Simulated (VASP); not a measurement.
Calculation: r2SCAN meta-GGA, VASP's PBE PAW potentials (set 64) (plane waves; VASP).

The input files of a VASP run:

**INCAR**
```
# general
SYSTEM   =  Ir
PREC     =  Accurate
ENCUT    =  400
LREAL    =  .False.   # projection in real space or not
LASPH    =  .True.   # aspherical one-centre terms

# electronic loop
EDIFF    =  1E-8   # SCF stop (eV)
NELM     =  100   # most electronic steps
ALGO     =  Normal
LMAXMIX  =  6   # l cut-off of mixed one-centre charges
LMIXTAU  =  .True.

# smearing
ISMEAR   =  1
SIGMA    =  0.1

# functional
METAGGA  =  R2SCAN

# ions
IBRION   =  1   # quasi-Newton
NSW      =  30
ISIF     =  2
EDIFFG   =  -0.001   # ionic stop

# output
LWAVE    =  .False.
LCHARG   =  .False.
```

**POSCAR**
```
Ir
1.0
  0.0000000000   1.9261635174   1.9261635174
  1.9261635174   0.0000000000   1.9261635174
  1.9261635174   1.9261635174   0.0000000000
Ir
1
Cartesian
  0.0000000000   0.0000000000   0.0000000000
```

KPOINTS:
```
Automatic mesh
0
Gamma
15 15 15
0 0 0
```

POTCAR, in this order: Ir (PBE.64 set). Program: vasp_std.

Unless said otherwise, spin-orbit coupling is left out, though it shifts the bands of the heavy elements here.

Task: Predict the energy per atom (σ→0), band gap (on the k-mesh).

Result: 
| Item | Result |
|---|---|
| energy per atom (σ→0) | -52.372 eV/atom |
| band gap (on the k-mesh) | none (metal, semimetal or under 0.01 eV) |

OSZICAR:
```
...
DAV:  14    -0.523723642231E+02   -0.25566E-05   -0.36675E-06  2408   0.193E-02    0.128E-02
DAV:  15    -0.523723659409E+02   -0.17178E-05   -0.18660E-06  2328   0.162E-02    0.549E-03
DAV:  16    -0.523723665319E+02   -0.59100E-06   -0.67222E-07  2080   0.819E-03    0.258E-03
DAV:  17    -0.523723665944E+02   -0.62429E-07   -0.17397E-07  2120   0.444E-03    0.518E-04
DAV:  18    -0.523723665772E+02    0.17150E-07   -0.84928E-08  2216   0.328E-03    0.426E-04
DAV:  19    -0.523723665926E+02   -0.15374E-07   -0.84455E-09  1736   0.880E-04    0.146E-04
DAV:  20    -0.523723665911E+02    0.15126E-08   -0.95518E-10  1048   0.369E-04
   1 F= -.52372367E+02 E0= -.52372220E+02  d E =-.523724E+02
```

The compound is Ir in the fcc structure. It was relaxed first. The start is the result of an earlier pass.
